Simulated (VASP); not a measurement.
These are LDA (Ceperley-Alder, Perdew-Zunger), VASP's LDA PAW potentials (set 64) (plane waves; VASP) values and carry that method's errors.

A VASP calculation is set up with these files.

### KPOINTS
```
Regular mesh
0
gamma
 9 9 9
0 0 0
```

### INCAR
```
# general
SYSTEM  = InP
PREC    = Accurate
ENCUT   = 400
LREAL   = .False.   # projection in real space or not
LASPH   = .True.   # aspherical one-centre terms

# electronic loop
EDIFF   = 1E-7   # SCF stop (eV)
NELM    = 100   # most electronic steps
ALGO    = Normal   # blocked Davidson
LMAXMIX = 4   # l cut-off of mixed one-centre charges

# smearing
ISMEAR  = -5

# ions
ISIF    = 2

# output
LWAVE   = .False.
LCHARG  = .True.
LORBIT  = 11
NEDOS   = 601
```

POSCAR:
```
InP
1
    0.0000000000     2.9138754653     2.9138754653
    2.9138754653     0.0000000000     2.9138754653
    2.9138754653     2.9138754653     0.0000000000
In P
1 1
Direct
  0.0000000000   0.0000000000   0.0000000000
  0.2500000000   0.2500000000   0.2500000000
```

POTCAR, in this order: In_d P (LDA.64 set). Program: vasp_std.

What VASP printed:

OSZICAR:
```
       N       E                     dE             d eps       ncg     rms          rms(c)
DAV:   1     0.104895544071E+03    0.10490E+03   -0.75368E+03   910   0.128E+03
DAV:   2    -0.261535230257E+01   -0.10751E+03   -0.10498E+03   955   0.305E+02
DAV:   3    -0.992007849492E+01   -0.73047E+01   -0.72625E+01  1218   0.866E+01
DAV:   4    -0.101062923509E+02   -0.18621E+00   -0.18611E+00  1020   0.156E+01
DAV:   5    -0.101167310566E+02   -0.10439E-01   -0.10438E-01  1412   0.318E+00    0.597E+00
DAV:   6    -0.972185759241E+01    0.39487E+00   -0.71328E-01  1344   0.157E+01    0.363E+00
DAV:   7    -0.967903385997E+01    0.42824E-01   -0.18155E-01  1233   0.382E+00    0.117E+00
DAV:   8    -0.967378560187E+01    0.52483E-02   -0.15288E-02  1236   0.174E+00    0.452E-01
DAV:   9    -0.967343876173E+01    0.34684E-03   -0.16619E-03  1150   0.630E-01    0.195E-01
DAV:  10    -0.967344328702E+01   -0.45253E-05   -0.15582E-04  1121   0.102E-01    0.121E-01
DAV:  11    -0.967344643580E+01   -0.31488E-05   -0.23599E-05  1361   0.590E-02    0.297E-02
DAV:  12    -0.967344492486E+01    0.15109E-05   -0.75830E-06  1105   0.574E-02    0.173E-02
DAV:  13    -0.967344488575E+01    0.39106E-07   -0.37228E-07  1018   0.590E-03
   1 F= -.96734449E+01 E0= -.96734449E+01  d E =0.000000E+00
```

### OUTCAR
```
------------------------ aborting loop because EDIFF is reached ----------------------------------------
  FORCE on cell =-STRESS in cart. coord.  units (eV):
  Direction    XX          YY          ZZ          XY          YZ          ZX
  --------------------------------------------------------------------------------------
  Total       -0.0077610     -0.0077610     -0.0077610      0.0000000      0.0000000     -0.0000000
  in kB       -0.2512971     -0.2512971     -0.2512971      0.0000000      0.0000000     -0.0000000
  external PRESSURE =      -0.2512971 kB  Pullay stress =       0.0000000 kB
  volume of cell :       49.48
      direct lattice vectors                 reciprocal lattice vectors
     0.000000000  2.913875465  2.913875465    -0.171592783  0.171592783  0.171592783
     2.913875465  0.000000000  2.913875465     0.171592783 -0.171592783  0.171592783
     2.913875465  2.913875465  0.000000000     0.171592783  0.171592783 -0.171592783
  FREE ENERGIE OF THE ION-ELECTRON SYSTEM (eV)
  ---------------------------------------------------
  free  energy   TOTEN  =        -9.6734448858 eV

  energy  without entropy=       -9.6734448858  energy(sigma->0) =       -9.67344489

 total charge

# of ion       s       p       d       tot
------------------------------------------
    1        0.846   0.802   9.898  11.547
    2        1.034   1.493   0.000   2.527
--------------------------------------------------
tot          1.881   2.295   9.898  14.074
```
(Selected blocks of OUTCAR.)

The compound is InP in the zinc blende structure. It was relaxed first.
